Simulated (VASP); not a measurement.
Level of theory: LDA (Ceperley-Alder, Perdew-Zunger), VASP's LDA PAW potentials (set 64) (plane waves; VASP 6.6.1).

VASP ran on this input.

### INCAR
```
ISIF  =  2
LCHARG  =  .False.
LASPH  =  .True.   ! aspherical one-centre terms
SYSTEM  =  Ca3GeN
PREC  =  Accurate
LWAVE  =  .False.
ALGO  =  Normal   ! blocked Davidson
ENCUT  =  400   ! plane-wave cut-off (eV)
LMAXMIX  =  4   ! l cut-off of mixed one-centre charges
ISMEAR  =  -1   ! Fermi-Dirac
SIGMA  =  0.1
EDIFF  =  1E-6   ! SCF stop (eV)
NELM  =  100   ! most electronic steps
LREAL  =  .False.
```

POSCAR:
```
Ca3GeN
4.804180
  1.0000000000   0.0000000000   0.0000000000
  0.0000000000   1.0000000000   0.0000000000
  0.0000000000   0.0000000000   1.0000000000
Ca Ge N
3 1 1
Cartesian
  0.5000000000   0.0000000000   0.5000000000
  0.0000000000   0.5000000000   0.5000000000
  0.5000000000   0.5000000000   0.0000000000
  0.0000000000   0.0000000000   0.0000000000
  0.5000000000   0.5000000000   0.5000000000
```

KPOINTS:
```
Automatic mesh
0
Gamma
6 6 6
0 0 0
```

POTCAR, in this order: Ca_sv Ge_d N (LDA.64 set). Program: vasp_std.

Output

### OUTCAR
```
 ion  position               nearest neighbor table
   1  0.500  0.000  0.500-   5 2.40   5 2.40
   2  0.000  0.500  0.500-   5 2.40   5 2.40
   3  0.500  0.500  0.000-   5 2.40   5 2.40
   4  0.000  0.000  0.000-
   5  0.500  0.500  0.500-   1 2.40   2 2.40   3 2.40   3 2.40   1 2.40   2 2.40
  LATTYP: Found a simple cubic cell.
 ALAT       =     4.8041800000
 Subroutine PRICEL returns:
 Original cell was already a primitive cell.
 Subroutine GETGRP returns: Found 48 space group operations
The static configuration has the point symmetry O_h .
The dynamic configuration has the point symmetry O_h .
 Subroutine INISYM returns: Found 48 space group operations
 Subroutine IBZKPT returns following result:
 Found     20 irreducible k-points:

 Following reciprocal coordinates:
            Coordinates               Weight
  0.000000  0.000000  0.000000      1.000000
  0.166667  0.000000  0.000000      6.000000
  0.333333  0.000000  0.000000      6.000000
  0.500000  0.000000  0.000000      3.000000
  0.166667  0.166667  0.000000     12.000000
  0.333333  0.166667  0.000000     24.000000
...
```

OSZICAR:
```
       N       E                     dE             d eps       ncg     rms          rms(c)
DAV:   1     0.499222542764E+03    0.49922E+03   -0.21242E+04  1267   0.219E+03
DAV:   2     0.408506708275E+02   -0.45837E+03   -0.44833E+03  1170   0.650E+02
DAV:   3    -0.255876478925E+02   -0.66438E+02   -0.65137E+02  1809   0.169E+02
DAV:   4    -0.296174867602E+02   -0.40298E+01   -0.40067E+01  1475   0.428E+01
DAV:   5    -0.299181629727E+02   -0.30068E+00   -0.30041E+00  2123   0.983E+00    0.118E+01
DAV:   6    -0.257016359292E+02    0.42165E+01   -0.33596E+01  1394   0.182E+01    0.646E+00
DAV:   7    -0.253821335904E+02    0.31950E+00   -0.37259E+00  1390   0.716E+00    0.287E+00
DAV:   8    -0.252505966666E+02    0.13154E+00   -0.75054E-01  1471   0.452E+00    0.672E-01
DAV:   9    -0.252437394983E+02    0.68572E-02   -0.72395E-02  1724   0.135E+00    0.411E-01
DAV:  10    -0.252429909948E+02    0.74850E-03   -0.38985E-02  1554   0.906E-01    0.132E-01
DAV:  11    -0.252416917141E+02    0.12993E-02   -0.61865E-03  1521   0.495E-01    0.693E-02
DAV:  12    -0.252417582022E+02   -0.66488E-04   -0.13297E-03  1603   0.186E-01    0.356E-02
DAV:  13    -0.252417154949E+02    0.42707E-04   -0.39043E-04  1585   0.108E-01    0.103E-02
DAV:  14    -0.252417134614E+02    0.20335E-05   -0.34506E-05  1259   0.276E-02    0.416E-03
DAV:  15    -0.252417131374E+02    0.32396E-06   -0.31792E-06  1147   0.845E-03
   1 F= -.25241713E+02 E0= -.25184563E+02  d E =-.114301E+00
```

### OUTCAR
```
------------------------ aborting loop because EDIFF is reached ----------------------------------------
  FORCE on cell =-STRESS in cart. coord.  units (eV):
  Direction    XX          YY          ZZ          XY          YZ          ZX
  --------------------------------------------------------------------------------------
  Total       -3.0451649     -3.0451649     -3.0451649      0.0000000     -0.0000000      0.0000000
  in kB      -44.0011056    -44.0011056    -44.0011056      0.0000000     -0.0000000      0.0000000
  external PRESSURE =     -44.0011056 kB  Pullay stress =       0.0000000 kB
  volume of cell :      110.88
      direct lattice vectors                 reciprocal lattice vectors
     4.804180000  0.000000000  0.000000000     0.208152068  0.000000000  0.000000000
     0.000000000  4.804180000  0.000000000     0.000000000  0.208152068  0.000000000
     0.000000000  0.000000000  4.804180000     0.000000000  0.000000000  0.208152068
 POSITION                                       TOTAL-FORCE (eV/Angst)
 -----------------------------------------------------------------------------------
      2.40209      0.00000      2.40209         0.000000      0.000000      0.000000
      0.00000      2.40209      2.40209         0.000000      0.000000      0.000000
      2.40209      2.40209      0.00000         0.000000      0.000000      0.000000
      0.00000      0.00000      0.00000         0.000000      0.000000      0.000000
      2.40209      2.40209      2.40209         0.000000      0.000000      0.000000
 -----------------------------------------------------------------------------------
    total drift:                                0.000000     -0.000000     -0.000000
  FREE ENERGIE OF THE ION-ELECTRON SYSTEM (eV)
  ---------------------------------------------------
  free  energy   TOTEN  =       -25.2417131374 eV

  energy  without entropy=      -25.1274121181  energy(sigma->0) =      -25.18456263
```
(Selected blocks of OUTCAR.)

At this cut-off the stress carries a Pulay error, which pulls relaxed volumes low.

The structure comes from a computed database's Ca3GeN entry; how it stands against other phases isn't given here. The cell was not relaxed at this level. The run is one of a series of settings (KPOINTS 6×6×6 Γ-centred mesh against the base run), some of them coarse on purpose. The electron count is odd and the run is not spin-polarised, which forces a metal.
